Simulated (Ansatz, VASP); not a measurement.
**Cross-check of Al (Aluminum) between VASP and Ansatz**

Aim: how closely do two programs agree when they are given the same cell, functional and k mesh? The cell is taken from a series of runs on this material, whose earlier steps may have relaxed, scaled, displaced or heated it; both programs get it as it stands.

Main program and level: Ansatz 0.2.0; plane waves, with VASP 6.6.1 beside it; elastic constants at PBE.

## Step 1: The structure

The structure is cubic, space group Fm-3m (No. 225). Conventional cell: a = 4.041 Å, b = 4.041 Å, c = 4.041 Å, α = 90.00°, β = 90.00°, γ = 90.00°. Nearest to Al lie 12 Al at 2.86 Å.

## Step 2: Ansatz: elastic constants, PBE

Ansatz runs on its default PAW (the set named soft_2) files.

Elastic constants are differences of stresses under small strains, so they test the stress and the mesh.

input.yaml

```yaml
crystal:
  lattice:
    - [0.0, 2.0202717997, 2.0202717997]
    - [2.0202717997, 0.0, 2.0202717997]
    - [2.0202717997, 2.0202717997, 0.0]
  atoms:
    - { symbol: Al, position: [0.0, 0.0, 0.0] }
kpoints:
  mp_grid: { grid: [42, 42, 42] }
hamiltonian:
  xc: pbe
scf:
  occupations: { method: methfessel_paxton, width: 0.25 }
output:
  forces: true
  stress: true
  eigenvalues: true
elastic:
  mode: relaxed_ion
  stencil: two_point
  amplitude: 0.01
```

Started as:

```bash
$ ansatz run input.yaml --threads 4 --pin off --max-ram 16384MiB --backend cpu --events-out ev --progress --plain --runs-dir out
```

Numbers of over 12 decimals in the logs are rounded to 6 here.

Log:

```text
Engine: ansatz 0.2.0, aarch64-unknown-linux-gnu
Pseudopotentials: kind: paw
Pseudopotential: Al, paw, valence charge 3, recommended cutoff 420 eV (normal), Al.paw.azcp
Functional definition: PBE
  parameter kappa = 0.804
  parameter beta = 0.066725
  exchange = pbe_x(kappa = kappa, mu = beta*pi^2/3)
  correlation = pbe_c(beta = beta)
Crystal: 1 atoms, lattice volume = 16.491 Å³
Basis set: ecut = 420 eV, 331 PW (Γ), exchange–correlation on 40×40×40 points (8 copies of the dense FFT grid, shifted against one another)
Bands: 6, of which v1, the nominal top of the filled ones, is band 2 counted from 1 (1 counted from 0)
Symmetry: 48 space group operations
Space group: Fm-3m (ITA 225), of the structure as read, at distance tolerance 2.5e-5 Å
k-points: 1903 of 74088
Non-local potential: Al, projectors of the file, l = 0: 2, l = 1: 2, l = 2: 1
PAW form: soft (Blöchl's): semilocal exchange-correlation on the pseudo side does not see the compensation charge
PAW one-centre angular grid: Al, 110 points (default); XC on 64 Gauss nodes
Initial density: superposition of atomic densities (neutral atoms: chi_scale 0, normalization atom), corrected by the library's trained network
Initial wavefunctions: pseudopotential atomic-orbital guess
Functional: x = pbe(κ = 0.804, μ = 0.219515), c = pbe(β = 0.066725)
SCF iter   1: F=—  HF=-537.502573 eV  |F-HF|=—  |Δ(HF+E_count)|=         —  Δρ=4.61e-4  dr2=9.63e-6  ethr=1.77e-3  ⟨swp⟩=4.5  Hψ=92591  notcnv=0
preconditioner: auto → none  [metal: Δε(μ)=0.008 eV  Ē_g=13.198 eV  σ=0.250 eV  W_gap=0.03  n_scr=0 (ndim 8)  ℏωp=15.8 eV  f_vac=0.000  D(μ)=0.41/eV (n_scr^D=0)]
SCF iter   2: F=—  HF=-537.502615 eV  |F-HF|=—  |Δ(HF+E_count)|=   4.24e-5  S|Δr|=    0.00e0  Δρ=2.37e-4  dr2=2.62e-6  ethr=3.21e-7  ⟨swp⟩=2.0  Hψ=29241  notcnv=0
SCF iter   3: F=—  HF=-537.502626 eV  |F-HF|=—  |Δ(HF+E_count)|=   1.04e-5  S|Δr|=    0.00e0  Δρ=1.54e-5  dr2=4.15e-8  ethr=8.75e-8  ⟨swp⟩=2.0  Hψ=13571  notcnv=0
SCF iter   4: F=—  HF=-537.502626 eV  |F-HF|=—  |Δ(HF+E_count)|=   4.91e-8  S|Δr|=    0.00e0  Δρ=5.63e-6  dr2=5.60e-9  ethr=1.38e-9  ⟨swp⟩=1.0  Hψ=10719  notcnv=0
SCF iter   5: F=—  HF=-537.502626 eV  |F-HF|=—  |Δ(HF+E_count)|=   1.17e-9  S|Δr|=    0.00e0  Δρ=8.18e-7  dr2=1.29e-10  ethr=1.87e-10  ⟨swp⟩=1.0  Hψ=10719  notcnv=0
SCF iter   6: F=—  HF=-537.502626 eV  |F-HF|=—  |Δ(HF+E_count)|=  3.06e-11  S|Δr|=    0.00e0  Δρ=1.74e-7  dr2=5.84e-12  ethr=4.30e-12  ⟨swp⟩=1.0  Hψ=10720  notcnv=0
SCF iter   7: F=-537.502626 eV  HF=-537.502626 eV  |F-HF|=0.00e0  |Δ(HF+E_count)|=  1.48e-12  S|Δr|=    0.00e0  Δρ=1.16e-8  dr2=2.47e-14  ethr=1.00e-12  ⟨swp⟩=3.9  Hψ=41251  notcnv=0
SCF 1 converged in 7 iterations: F = -537.502626 eV  dr2 = 2.47e-14
  greatest PAW one-centre occupation: 0.446 electrons in one spin orbital (limit 2), on the Al atom at site 0 (counted from 0), in its partial waves of l = 0
Crystal: 1 atoms, lattice volume = 16.327 Å³
Symmetry: 16 space group operations
k-points: 5214 of 74088
Initial density: handed on by an earlier stage of this run
Initial wavefunctions: those handed on with the density
iter 1 solved again at ethr=4.31e-7 eV; its pass at ethr=3.10e-3 eV (dr2=1.29e-5 eV) is discarded
SCF iter   1: F=—  HF=-537.502034 eV  |F-HF|=—  |Δ(HF+E_count)|=         —  Δρ=3.01e-4  dr2=1.37e-5  ethr=4.31e-7  ⟨swp⟩=2.1  Hψ=287663  notcnv=0  defer=1121
preconditioner: auto → none  [metal: Δε(μ)=0.002 eV  Ē_g=13.285 eV  σ=0.250 eV  W_gap=0.01  n_scr=0 (ndim 8)  ℏωp=15.9 eV  f_vac=0.000  D(μ)=0.41/eV (n_scr^D=0)]
SCF iter   2: F=—  HF=-537.502045 eV  |F-HF|=—  |Δ(HF+E_count)|=   1.10e-5  S|Δr|=    0.00e0  Δρ=1.49e-4  dr2=3.28e-6  ethr=4.31e-7  ⟨swp⟩=1.0  Hψ=29419  notcnv=0  defer=1121
[...]
SCF 2 converged in 5 iterations: F = -537.502041 eV  dr2 = 1.61e-14
Crystal: 1 atoms, lattice volume = 16.656 Å³
[...]
preconditioner: auto → none  [metal: Δε(μ)=0.001 eV  Ē_g=13.110 eV  σ=0.250 eV  W_gap=0.00  n_scr=0 (ndim 8)  ℏωp=15.8 eV  f_vac=0.000  D(μ)=0.41/eV (n_scr^D=0)]
[...]
SCF 3 converged in 5 iterations: F = -537.502068 eV  dr2 = 1.83e-15
Symmetry: 8 space group operations
k-points: 9955 of 74088
[...]
preconditioner: auto → none  [metal: Δε(μ)=0.001 eV  Ē_g=13.198 eV  σ=0.250 eV  W_gap=0.00  n_scr=0 (ndim 8)  ℏωp=15.8 eV  f_vac=0.000  D(μ)=0.41/eV (n_scr^D=0)]
[...]
SCF iter   3: F=—  HF=-537.502457 eV  |F-HF|=—  |Δ(HF+E_count)|=   2.44e-6  S|Δr|=    0.00e0  Δρ=4.68e-6  dr2=1.45e-9  ethr=2.70e-7  ⟨swp⟩=1.0  Hψ=56249  notcnv=0  defer=2276
SCF iter   4: F=—  HF=-537.502457 eV  |F-HF|=—  |Δ(HF+E_count)|=   1.75e-7  S|Δr|=    0.00e0  Δρ=1.27e-6  dr2=1.48e-10  ethr=4.82e-11  ⟨swp⟩=2.0  Hψ=72378  notcnv=0  defer=2276
SCF iter   5: F=—  HF=-537.502457 eV  |F-HF|=—  |Δ(HF+E_count)|=  6.51e-11  S|Δr|=    0.00e0  Δρ=1.60e-7  dr2=4.34e-12  ethr=4.94e-12  ⟨swp⟩=2.0  Hψ=70980  notcnv=0  defer=2276
SCF iter   6: F=-537.502457 eV  HF=-537.502457 eV  |F-HF|=0.00e0  |Δ(HF+E_count)|=  7.96e-13  S|Δr|=    0.00e0  Δρ=1.38e-8  dr2=3.13e-14  ethr=1.00e-12  ⟨swp⟩=3.0  Hψ=172343  notcnv=0
SCF 4 converged in 6 iterations: F = -537.502457 eV  dr2 = 3.13e-14
iter 1 solved again at ethr=2.07e-10 eV; its pass at ethr=3.10e-3 eV (dr2=6.22e-9 eV) is discarded
SCF iter   1: F=—  HF=-537.502434 eV  |F-HF|=—  |Δ(HF+E_count)|=         —  Δρ=6.82e-6  dr2=6.24e-9  ethr=2.07e-10  ⟨swp⟩=2.0  Hψ=545609  notcnv=0  defer=1796
SCF iter   2: F=—  HF=-537.502457 eV  |F-HF|=—  |Δ(HF+E_count)|=   2.34e-5  S|Δr|=    0.00e0  Δρ=3.36e-6  dr2=1.43e-9  ethr=2.07e-10  ⟨swp⟩=2.0  Hψ=71454  notcnv=0  defer=1796
SCF iter   3: F=—  HF=-537.502457 eV  |F-HF|=—  |Δ(HF+E_count)|=   1.13e-9  S|Δr|=    0.00e0  Δρ=2.29e-7  dr2=3.53e-12  ethr=4.76e-11  ⟨swp⟩=1.6  Hψ=64355  notcnv=0  defer=1796
SCF iter   4: F=—  HF=-537.502457 eV  |F-HF|=—  |Δ(HF+E_count)|=  3.30e-12  S|Δr|=    0.00e0  Δρ=9.02e-8  dr2=4.87e-13  ethr=1.00e-12  ⟨swp⟩=4.0  Hψ=133150  notcnv=0
SCF iter   5: F=-537.502457 eV  HF=-537.502457 eV  |F-HF|=1.14e-13  |Δ(HF+E_count)|=  9.09e-13  S|Δr|=    0.00e0  Δρ=2.19e-9  dr2=5.64e-16  ethr=1.00e-12  ⟨swp⟩=3.7  Hψ=126820  notcnv=0
SCF 5 converged in 5 iterations: F = -537.502457 eV  dr2 = 5.64e-16
SCF converged after 7 iterations
Stability not checked: this state was not tested for a lower state beside it, because cold or Methfessel-Paxton smearing, or corrected tetrahedra, fill the levels in a way that the test cannot read (fill_not_monotonic; see scf.lower_state_search)
Free energy (F): -537.502626 eV
Harris-Foulkes:  -537.502626 eV  (|F-HF|=0.00e0)
Internal energy: -537.502501 eV  (E = F + TS)
E sigma→0 (E₀):  -537.502595 eV
Entropy (-TS):   -0.000125 eV (-0.125 meV/atom)
Fermi energy:    7.954057 eV
--- Per-component energies (eV) ---
  E_band       = 10.579889
  E_kinetic    = 22.771243
  E_local      = 9.906361  (includes V_loc(G=0)·N_el)
  E_nonlocal   = 10.313695
  E_hartree    = 0.103963
  E_xc         = -39.733992
  E_vxc        = -28.960090  (∫ρ·V_xc dr)
  E_paw        = -467.336100  (= ΣΔE_a)
  E_vpaw       = -3.659243  (= ΣTr[D̂ρ^β])
  E_aug_tail   = -0.000002  (compensation charges beyond the density's cutoff)
  E_ewald      = -73.527668
  E_smearing   = -0.000125  (= −TS)
  E_closure    = -0.000000  (closes the sum)
  Σ components = -537.502626   (vs F -537.502626, Δ=0.00e0)
--- Forces (eV/Å), atoms counted from 1 ---
  atom   1  Al    -0.00000000    -0.00000000    -0.00000000
  max |Σ_I F_I| component: 3.70e-32 eV/Å
--- Stress (GPa, compression-positive) ---
       -0.005033      -0.000000      -0.000000
        0.000000      -0.005033      -0.000000
        0.000000      -0.000000      -0.005033
  P = ⅓ Tr σ = -0.0050 GPa (-0.050 kbar)
--- Band table (eV; the first three rows and the last of 1903) ---
  k-point 0: bands = ["-3.1811", "20.4741", "20.4741", "20.4741", "22.0720", "22.0720"]
  k-point 1: bands = ["-3.1657", "20.0883", "20.4099", "20.4099", "22.1602", "22.1602"]
  k-point 2: bands = ["-3.1195", "19.2982", "20.2498", "20.2498", "22.3915", "22.3915"]
  k-point 1902: bands = ["6.9104", "7.3061", "8.0753", "9.1079", "23.1286", "24.1723"]
--- Elastic constants: 2 strain directions × 2 members + reference (group order 48) ---
  dense FFT box of the reference and of every strained cell: 20×20×20
  strains applied: 11, 23; error gains: componentwise 1.00 (the most a stress slope's error grows in a printed constant), spectral 1.73 (1 for all six strains in a standard setting)
  C = ∂σ_k/∂η_j (tension-positive GPa; Voigt order 11 22 33 23 13 12):
       111.054     61.076     61.076     -0.000     -0.000      0.000
        61.076    111.054     61.076      0.000     -0.000     -0.000
        61.076     61.076    111.054     -0.000      0.000      0.000
         0.000      0.000      0.000     32.825     -0.000     -0.000
        -0.000      0.000      0.000      0.000     32.825      0.000
        -0.000      0.000     -0.000     -0.000     -0.000     32.825
  reference stress σ⁰ (GPa):      0.005      0.005      0.005      0.000      0.000      0.000
  C* (energy form; C + prestress term) asymmetry max|C*_kj − C*_jk| = 7.105e-15 GPa — a small one proves nothing (zero by symmetry where the batch's group is 432, −43m or m−3m); a large one is finite-difference/SCF noise where every solve meets its electron count
  moduli (Voigt/Reuss/Hill, GPa): K = 77.74/77.74/77.74   G = 29.69/29.17/29.43   E = 78.39   ν = 0.332
  mechanically stable: yes (min eigenvalue of sym C = 32.83 GPa)
  strain η (Voigt 11):  stress-route row diagonal C_11 = 111.05 GPa, energy-path curvature d²(F+E_count+ΔE)/dδ²/Ω₀ = 110.89 GPa
         δ    σ_11 (GPa)             F (eV)   n_scf  n_hpsi   n_pw
    -1.000e-2      -1.1554        -537.5020415       5  516909    331   relax 0 steps, max|allowed force component| 0.00e0 eV/Å
     1.000e-2       1.0657        -537.5020681       5  547973    342   relax 0 steps, max|allowed force component| 0.00e0 eV/Å
  strain η (Voigt 23):  stress-route row diagonal C_44 = 32.83 GPa, energy-path curvature d²(F+E_count+ΔE)/dδ²/Ω₀ = 32.76 GPa
         δ    σ_23 (GPa)             F (eV)   n_scf  n_hpsi   n_pw
    -1.000e-2      -0.3283        -537.5024571       6  1081481    333   relax 0 steps, max|allowed force component| 0.00e0 eV/Å
     1.000e-2       0.3283        -537.5024571       5  1060822    333   relax 0 steps, max|allowed force component| 0.00e0 eV/Å
```

In the SCF lines HF is the Harris–Foulkes energy and dr2 the Hartree energy of the density residual, in eV; the loop may stop once dr2 is under the threshold and the program's other checks hold. Hψ counts applications of the Hamiltonian.

(Continued in part 2 of 2.)

[Lines on the potential files, build, host, timing and source positions are cut from VASP's logs without a mark.]

[Logs are printed without paths, hosts, clocks, repeated set-up lines and the standing remarks that a program may print on its own settings, such as how far it seeks lower states.]

[Hosts, paths, dates, database ids (printed as entryN), source tags and the programs' standing remarks are cut or masked in the printed files.]
